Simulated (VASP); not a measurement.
# GaPPt5: structure and properties in VASP, part 5 of 5

What structure does GaPPt5 take at this level, and what are its properties? The start is a computed cell from the Materials Project.

VASP 6.6.1; PBEsol with D3(BJ); plane waves and PAW (Ga_d, P, Pt).

So far. Step 5 (Band structure (PBEsol + D3(BJ))): There is no gap at this level. Step 6 (Total and projected DOS (PBEsol + D3(BJ))): The finer mesh and the other smearing move the Fermi level by -0.11 eV from the 6×6×4 run, one measure of the sampling error in the zero of the bands above. Of the states within 0.3 eV of the Fermi level, the largest shares in the PAW spheres are Pt d 73 % and Pt p 8 %. The relaxed cell has a = 3.861, c = 6.792 Å (conventional setting).

## (8) Zone-centre phonons (PBEsol + D3(BJ)) (continued)

Modes at Γ, with each element's share of the kinetic energy:

```tsv
mode	frequency (cm⁻¹)	symmetry	Ga %	P %	Pt %
1	-0.1	acoustic	7	3	91
2	-0.1	acoustic	7	3	91
3	-0.1	acoustic	7	3	91
4	67.4	Eg	0	0	100
5	67.4	Eg	0	0	100
6	90.3	Bu	0	0	100
7	92.9	Eu	11	0	89
8	92.9	Eu	11	0	89
9	125.2	Bg	0	0	100
10	128.2	Eu	73	2	25
11	128.2	Eu	73	2	25
12	132.3	A2u	76	0	24
13	149.7	A1g	0	0	100
14	181.4	Eu	9	12	79
15	181.4	Eu	9	12	79
16	186.7	A2u	17	0	83
17	190.1	Eg	0	0	100
18	190.1	Eg	0	0	100
19	313.1	Eu	0	83	17
20	313.1	Eu	0	83	17
21	387.3	A2u	1	97	2
```

Displacements in mode 4 (67.4 cm⁻¹), the largest set to 1:
```
Ga1  0.00  0.00  0.00
P2   0.00  0.00  0.00
Pt3  0.14 -0.72  0.00
Pt4 -0.14  0.72  0.00
Pt5  0.10 -1.00  0.00
Pt6 -0.10  1.00  0.00
Pt7  0.00  0.00  0.00
```

Displacements in mode 8 (92.9 cm⁻¹), the largest set to 1:
```
Ga1  0.50  0.72  0.00
P2  -0.10 -0.14  0.00
Pt3 -0.31 -0.18  0.00
Pt4 -0.31 -0.18  0.00
Pt5 -0.12 -0.44  0.00
Pt6 -0.12 -0.44  0.00
Pt7  0.69  1.00  0.00
```

The three acoustic modes lie within 0.1 cm⁻¹ of zero, and all others are real. By the characters of their eigenvectors the optical modes sort into (cm⁻¹) Raman active: Eg 67, Bg 125, A1g 150, Eg 190; infrared active: Eu 93, Eu 128, A2u 132, Eu 181, A2u 187, Eu 313, A2u 387; silent: Bu 90. B labels carry no number here, since it depends on the setting of the axes. With a centre of inversion no mode is active in both.

## (9) A single point (PBEsol + D3(BJ)), changed input

A single point gives energy, forces and stress at these settings. Some settings are moved from the usual, to see what they do.

INCAR reads:

```
SYSTEM = GaPPt5
PREC = Accurate
ENCUT = 400
EDIFF = 1E-06
NELM = 100
ISMEAR = 0
SIGMA = 0.05
LREAL = .FALSE.
ALGO = Damped
GGA = PS
IVDW = 12
NBANDS = 42
LASPH = .TRUE.
LORBIT = 11
LWAVE = .FALSE.
LCHARG = .FALSE.
KPAR = 4
ISIF = 2
TIME = 0.5
KSPACING = 0.5
```

POSCAR reads:

```
GaPPt5
1.0
    3.8607533356      0.0000000000      0.0000000000
    0.0000000000      3.8607533356      0.0000000000
    0.0000000000      0.0000000000      6.7919045108
Ga P Pt
1 1 5
Direct
    0.5000000000      0.5000000000      0.0000000000
    0.0000000000      0.0000000000      0.5000000000
    0.0000000000      0.5000000000      0.2901925662
    0.0000000000      0.5000000000      0.7098074338
    0.5000000000      0.0000000000      0.2901925662
    0.5000000000      0.0000000000      0.7098074338
    0.0000000000      0.0000000000      0.0000000000
```

PAW data sets: Ga_d, P and Pt (PBE family, release 64).

The run is started by

```sh
> mpirun -np 4 vasp_std
```

What it wrote:

```text
[banner, memory and clock lines left out]
running    4 mpi-ranks, on    1 nodes
 distrk:  each k-point on    1 cores,    4 groups
 distr:  one band on    1 cores,    1 groups

 POSCAR found type information on POSCAR GaP Pt
 POSCAR found :  3 types and       7 ions
 [... a notice as in an earlier step ...]

 LDA part: xc-table for (Slater+PW92), standard interpolation
 INCAR ok, starting setup
 POSCAR ok, starting setup
 FFT: planning ... GRIDC
 FFT: planning ... GRID_SOFT
 FFT: planning ... GRID
 WAVECAR not read
 entering main loop
       N       E                     dE             d eps       ncg     rms           ort
DAV:   1     0.804274520955E+03    0.80427E+03   -0.23756E+04   504   0.182E+03
DAV:   2     0.148620488806E+03   -0.65565E+03   -0.63551E+03   504   0.500E+02
DAV:   3    -0.113898229078E+02   -0.16001E+03   -0.14837E+03   504   0.201E+02
DAV:   4    -0.431518423979E+02   -0.31762E+02   -0.30710E+02   504   0.980E+01
DAV:   5    -0.487815071092E+02   -0.56297E+01   -0.55207E+01   504   0.403E+01
SDA:   6    -0.431422790396E+02    0.56392E+01   -0.86219E+01   504   0.172E+02   0.000E+00
DMP:   7    -0.461102179734E+02   -0.29679E+01   -0.20600E+01   504   0.585E+01  -0.518E+01
DMP:   8    -0.464825490930E+02   -0.37233E+00   -0.17075E+01   504   0.426E+01  -0.254E+01
DMP:   9    -0.470666195826E+02   -0.58407E+00   -0.26376E+00   504   0.912E+00  -0.115E+01
DMP:  10    -0.471454497065E+02   -0.78830E-01   -0.12906E+00   504   0.328E+00  -0.211E+00
DMP:  11    -0.472085258937E+02   -0.63076E-01   -0.68491E-02   504   0.161E-01  -0.718E-02
DMP:  12    -0.472096842839E+02   -0.11584E-02   -0.14553E-01   504   0.322E-01  -0.942E-02
DMP:  13    -0.472153403665E+02   -0.56561E-02   -0.41168E-02   504   0.105E-01  -0.668E-02
DMP:  14    -0.472159781949E+02   -0.63783E-03   -0.26147E-02   504   0.714E-02  -0.572E-02
DMP:  15    -0.472169628730E+02   -0.98468E-03   -0.49572E-03   504   0.143E-02  -0.130E-02
DMP:  16    -0.472171023024E+02   -0.13943E-03   -0.15151E-03   504   0.450E-03  -0.441E-03
DMP:  17    -0.472171834170E+02   -0.81115E-04   -0.20865E-04   504   0.332E-04   0.255E-04
DMP:  18    -0.472171874936E+02   -0.40767E-05   -0.16200E-04   504   0.401E-04  -0.232E-04
DMP:  19    -0.472171944558E+02   -0.69621E-05   -0.80150E-05   504   0.179E-04  -0.551E-05
DMP:  20    -0.472171967929E+02   -0.23371E-05   -0.27919E-05   504   0.801E-05  -0.729E-05
DMP:  21    -0.472171979077E+02   -0.11148E-05   -0.76508E-06   504   0.185E-05  -0.959E-06
DMP:  22    -0.472171981819E+02   -0.27419E-06   -0.12278E-06   504   0.298E-06  -0.156E-06
 final diagonalization occupied
   1 F= -.51814523E+02 E0= -.51812559E+02  d E =-.392708E-02
```

The job ended after 9.6 s (4 MPI ranks of Intel Xeon 6975P-C (Granite Rapids), shared host; peak memory 0.93 GiB; 36 s of CPU time).

OUTCAR, selected parts (step 9):

```text
   k-points           NKPTS =     12   k-points in BZ     NKDIM =     12   number of bands    NBANDS=     42

   NELECT =      68.0000    total number of electrons

 E-fermi :  11.0760

 k-point     1 :       0.0000    0.0000    0.0000
  band No.  band energies     occupation
    ...
     29       9.8103      2.00000
     30       9.8182      2.00000
     31       9.9680      2.00000
     32      10.1910      2.00000
     33      10.1910      2.00000
     34      11.3900      0.00000
     35      11.4366      0.00000
     36      12.9729      0.00000
     37      13.1050      0.00000
     38      15.6242      0.00000
    ...

 Edisp (eV)   -4.59732

  Total      -0.54977    -0.54977     0.90692     0.00000     0.00000    -0.00000
  in kB      -8.70068    -8.70068    14.35298     0.00000     0.00000    -0.00000
  external pressure =       -1.02 kB  Pullay stress =        0.00 kB

 POSITION                                       TOTAL-FORCE (eV/Angst)
 -----------------------------------------------------------------------------------
      1.93038      1.93038      0.00000         0.000000     -0.000000      0.000000
      0.00000      0.00000      3.39595         0.000000     -0.000000      0.000000
      0.00000      1.93038      1.97096        -0.000000     -0.000000      0.063114
      0.00000      1.93038      4.82094         0.000000      0.000000     -0.063114
      1.93038      0.00000      1.97096         0.000000      0.000000      0.063114
      1.93038      0.00000      4.82094         0.000000      0.000000     -0.063114
      0.00000      0.00000      0.00000         0.000000     -0.000000      0.000000
 -----------------------------------------------------------------------------------
    total drift:                                0.000000      0.000000      0.000000

  FREE ENERGIE OF THE ION-ELECTRON SYSTEM (eV)
  ---------------------------------------------------
  free  energy   TOTEN  =       -51.8145229238 eV

  energy  without entropy=      -51.8105958449  energy(sigma->0) =      -51.81255938

[... 6 parts as in an earlier step ...]

[... 10 further parts left out ...]
```

The run converged; its settings lie outside those of the reference runs, so its numbers are set aside.

Against the sound run on this cell (band structure (PBEsol + D3(BJ))) the energy at zero smearing moves by +5.9 meV an atom and the pressure by -0.02 GPa.

Settings moved from the usual: ALGO = Damped, TIME = 0.5 and KSPACING = 0.5.

The mesh holds 12 irreducible points against 30. ALGO and TIME act on the way to self-consistency or on speed; a fully converged result doesn't depend on them, though slow mixing can meet EDIFF with the stress still off.

## (10) Bands along the symmetry lines (PBEsol + D3(BJ)), changed input

This run is made with a changed input; what comes of it follows.

INCAR reads:

```
SYSTEM = GaPPt5
PREC = Accurate
ENCUT = 400
EDIFF = 1E-06
NELM = 72
ISMEAR = 0
SIGMA = 0.05
LREAL = .FALSE.
ALGO = Normal
GGA = PS
IVDW = 12
NBANDS = 53
LASPH = .TRUE.
LORBIT = 11
LWAVE = .FALSE.
LCHARG = .FALSE.
KPAR = 4
```

POSCAR reads:

```
GaPPt5
1.0
    3.8607533356      0.0000000000      0.0000000000
    0.0000000000      3.8607533356      0.0000000000
    0.0000000000      0.0000000000      6.7919045108
Ga P Pt
1 1 5
Direct
    0.5000000000      0.5000000000      0.0000000000
    0.0000000000      0.0000000000      0.5000000000
    0.0000000000      0.5000000000      0.2901900000
    0.0000000000      0.5000000000      0.7098100000
    0.5000000000      0.0000000000      0.2901900000
    0.5000000000      0.0000000000      0.7098100000
    0.5117600000      0.4771200000      0.0017200000
```

KPOINTS reads:

```
Automatic mesh
0
Gamma
6 6 4
0 0 0
```

KPOINTS_OPT reads:

```
Line mode
12
Line-mode
Reciprocal
  0.00000000   0.00000000   0.00000000 GAMMA
  0.00000000   0.50000000   0.00000000 X

  0.00000000   0.50000000   0.00000000 X
  0.50000000   0.50000000   0.00000000 M

  0.50000000   0.50000000   0.00000000 M
  0.00000000   0.00000000   0.00000000 GAMMA

  0.00000000   0.00000000   0.00000000 GAMMA
  0.00000000   0.00000000   0.50000000 Z

  0.00000000   0.00000000   0.50000000 Z
  0.00000000   0.50000000   0.50000000 R

  0.00000000   0.50000000   0.50000000 R
  0.50000000   0.50000000   0.50000000 A

  0.50000000   0.50000000   0.50000000 A
  0.00000000   0.00000000   0.50000000 Z

  0.00000000   0.50000000   0.00000000 X
  0.00000000   0.50000000   0.50000000 R

  0.50000000   0.50000000   0.00000000 M
  0.50000000   0.50000000   0.50000000 A
```

The run is started by

```sh
> mpirun -np 4 vasp_std
```

What it wrote:

```text
[banner, memory and clock lines left out]
running    4 mpi-ranks, on    1 nodes
 distrk:  each k-point on    1 cores,    4 groups
 distr:  one band on    1 cores,    1 groups

 POSCAR found type information on POSCAR GaP Pt
 POSCAR found :  3 types and       7 ions
 [... a notice as in an earlier step ...]

 LDA part: xc-table for (Slater+PW92), standard interpolation
|                                                                             |
|           W    W    AA    RRRRR   N    N  II  N    N   GGGG   !!!           |
|           W    W   A  A   R    R  NN   N  II  NN   N  G    G  !!!           |
|           W    W  A    A  R    R  N N  N  II  N N  N  G       !!!           |
|           W WW W  AAAAAA  RRRRR   N  N N  II  N  N N  G  GGG   !            |
|           WW  WW  A    A  R   R   N   NN  II  N   NN  G    G                |
|           W    W  A    A  R    R  N    N  II  N    N   GGGG   !!!           |
|                                                                             |
|     The distance between some ions is very small. Please check the          |
|     nearest-neighbor list in the OUTCAR file.                               |
|     I HOPE YOU KNOW WHAT YOU ARE DOING!                                     |
|                                                                             |

 POSCAR, INCAR and KPOINTS ok, starting setup
 FFT: planning ... GRIDC
 FFT: planning ... GRID_SOFT
 FFT: planning ... GRID
 WAVECAR not read
 entering main loop
       N       E                     dE             d eps       ncg     rms          rms(c)
DAV:   1     0.165894458093E+05    0.16589E+05   -0.29410E+04 10683   0.227E+03
DAV:   2     0.159688817521E+05   -0.62056E+03   -0.57572E+03  8288   0.565E+02
DAV:   3     0.159222291205E+05   -0.46653E+02   -0.45020E+02  9188   0.110E+02
DAV:   4     0.159205233767E+05   -0.17057E+01   -0.16993E+01  9480   0.195E+01
DAV:   5     0.159204628273E+05   -0.60549E-01   -0.60528E-01 11382   0.374E+00    0.284E+02
DAV:   6     0.159346318737E+05    0.14169E+02   -0.74321E+00 10570   0.596E+01    0.163E+02
DAV:   7     0.159388401117E+05    0.42082E+01   -0.77752E+00 10942   0.753E+01    0.941E+00
DAV:   8     0.159384251744E+05   -0.41494E+00   -0.66801E+00  8601   0.139E+01    0.147E+01
DAV:   9     0.159385079415E+05    0.82767E-01   -0.39408E-01  9892   0.402E+00    0.724E+00
DAV:  10     0.159385718906E+05    0.63949E-01   -0.83402E-02 11241   0.415E+00    0.232E+00
DAV:  11     0.159385861911E+05    0.14300E-01   -0.58751E-02  9901   0.340E+00    0.258E+00
DAV:  12     0.159385846060E+05   -0.15851E-02   -0.45564E-02  8885   0.120E+00    0.462E-01
DAV:  13     0.159385845105E+05   -0.95536E-04   -0.40392E-03 10938   0.620E-01    0.893E-01
DAV:  14     0.159385844083E+05   -0.10217E-03   -0.19922E-03  8884   0.230E-01    0.621E-01
DAV:  15     0.159385844889E+05    0.80622E-04   -0.22045E-04  9658   0.121E-01    0.219E-01
DAV:  16     0.159385845033E+05    0.14335E-04   -0.48839E-05  9995   0.928E-02    0.181E-01
DAV:  17     0.159385845043E+05    0.10557E-05   -0.28761E-05  9684   0.408E-02    0.760E-02
DAV:  18     0.159385845057E+05    0.13290E-05   -0.93082E-06  9211   0.248E-02    0.779E-03
DAV:  19     0.159385845052E+05   -0.43850E-06   -0.41037E-06  8042   0.117E-02
   1 F= 0.15933977E+05 E0= 0.15933979E+05  d E =-.221287E-02
 Start KPOINTS_OPT (optional k-point list driver)
k-point batch [1-76\108]
       N       E                     dE             ncg
DAV:   1     0.365671512157E+05   -0.57290E+05    10598
DAV:   2    -0.921410326218E+04   -0.45781E+05     8256
DAV:   3    -0.128233561794E+05   -0.36093E+04     9149
DAV:   4    -0.129747853213E+05   -0.15143E+03     9544
DAV:   5    -0.129809286254E+05   -0.61433E+01    11490
DAV:   6    -0.129811580657E+05   -0.22944E+00    10403
DAV:   7    -0.129811606344E+05   -0.25687E-02    11724
DAV:   8    -0.129811606764E+05   -0.41920E-04     8861
DAV:   9    -0.129811606769E+05   -0.59088E-06     6500
k-point batch [77-108\108]
       N       E                     dE             ncg
DAV:   1     0.638143694020E+05   -0.38473E+05     4444
DAV:   2     0.442758356912E+05   -0.19539E+05     3488
DAV:   3     0.426995839882E+05   -0.15763E+04     3873
DAV:   4     0.426343434607E+05   -0.65241E+02     4080
DAV:   5     0.426317919419E+05   -0.25515E+01     4851
DAV:   6     0.426316856251E+05   -0.10632E+00     4471
DAV:   7     0.426316846154E+05   -0.10097E-02     4923
DAV:   8     0.426316845957E+05   -0.19754E-04     3860
DAV:   9     0.426316845954E+05   -0.27257E-06     2827
```

Run time: 69 s. Hardware: 4 MPI ranks; peak memory 2 GiB.

From OUTCAR (step 10):

```text
   k-points           NKPTS =     76   k-points in BZ     NKDIM =     76   number of bands    NBANDS=     53

   NELECT =      68.0000    total number of electrons

 E-fermi :  11.2605

 k-point     1 :       0.0000    0.0000    0.0000
  band No.  band energies     occupation
    ...
     29       9.8167      2.00000
     30      10.0219      2.00000
     31      10.2390      2.00000
     32      10.3930      2.00000
     33      10.4037      2.00000
     34      11.3502      0.01114
     35      11.4415      0.00000
     36      13.0127      0.00000
     37      14.0454      0.00000
     38      14.8577      0.00000
    ...

 Edisp (eV)   -4.60703

  Total    3869.76700 14653.84936   257.66525 -7531.78899 -1938.23844   996.26285
  in kB   61243.45987231913.81647  4077.84538************-30674.82567 15766.99168
  external pressure =    99078.37 kB  Pullay stress =        0.00 kB

 POSITION                                       TOTAL-FORCE (eV/Angst)
 -----------------------------------------------------------------------------------
      1.93038      1.93038      0.00000    -85267.123738 165893.592018 -21938.783860
      0.00000      0.00000      3.39595         0.090335     -0.244413     -0.119238
      0.00000      1.93038      1.97094         0.368702      0.378227      0.416427
      0.00000      1.93038      4.82096         0.246699      0.297549     -0.167381
      1.93038      0.00000      1.97094        -0.183699     -0.727954      0.785320
      1.93038      0.00000      4.82096        -0.149739     -0.507663     -0.472270
      1.97578      1.84204      0.01168     85266.751440-165892.787764  21938.341001
 -----------------------------------------------------------------------------------
    total drift:                                0.000492     -0.000922     -0.000031

  FREE ENERGIE OF THE ION-ELECTRON SYSTEM (eV)
  ---------------------------------------------------
  free  energy   TOTEN  =     15933.9774782646 eV

  energy  without entropy=    15933.9796911350  energy(sigma->0) =    15933.97858470

[... 4 parts as in an earlier step ...]

[... 12 further parts left out ...]
```

The run converged, but on settings that are not sound, so its numbers are not to be trusted.

The fault in the input: overlapping atoms. Two atoms sit far too close; correct POSCAR.

## (11) Summary of results

| Item | Value |
| --- | --- |
| relaxed volume | 14.46 Å³/atom |
| relaxed conventional cell a, b, c | 3.861, 3.861, 6.792 Å |
| space group after relaxing, within 0.02 Å | P4/mmm (No. 123) |
| band gap | none, a metal |
| DOS at the Fermi level | 0.786 states/eV/cell |
| highest zone-centre mode | 387 cm⁻¹ |

In words: With PBEsol + D3(BJ), GaPPt5 relaxes to 14.46 Å³/atom in space group P4/mmm (held by the symmetry of the run) and comes out as a metal. Band structure (PBEsol + D3(BJ)): Of the bands kept, 5 cross the Fermi level on this path. Zone-centre phonons (PBEsol + D3(BJ)): The highest mode in this list at Γ, 387.3 cm⁻¹, is mostly motion of P (97 % of the kinetic energy). Spin-orbit coupling is left out, and with elements this heavy it would split and shift bands near the Fermi level. The k-sampling is coarse for a metal, so the Fermi level, pressures and the shape of the cell carry errors. Modes at Γ alone can't show that the crystal is stable at other wave vectors. No search among competing phases was made, and a listed structure need not be the one stable at ambient conditions. All values are for a static lattice at zero temperature.

[Lines on the potential files, build, host, timing and source positions are cut from VASP's logs without a mark.]

[Logs are printed without paths, hosts, clocks, repeated set-up lines and the standing remarks that a program may print on its own settings, such as how far it seeks lower states.]

[Hosts, paths, dates, database ids (printed as entryN), source tags and the programs' standing remarks are cut or masked in the printed files.]

[A measured line is paired with the nearest computed mode of its activity, which favours agreement.]

[In band tables of VASP the shares of atoms and orbitals are scaled to a sum of 1 inside the atoms' spheres.]
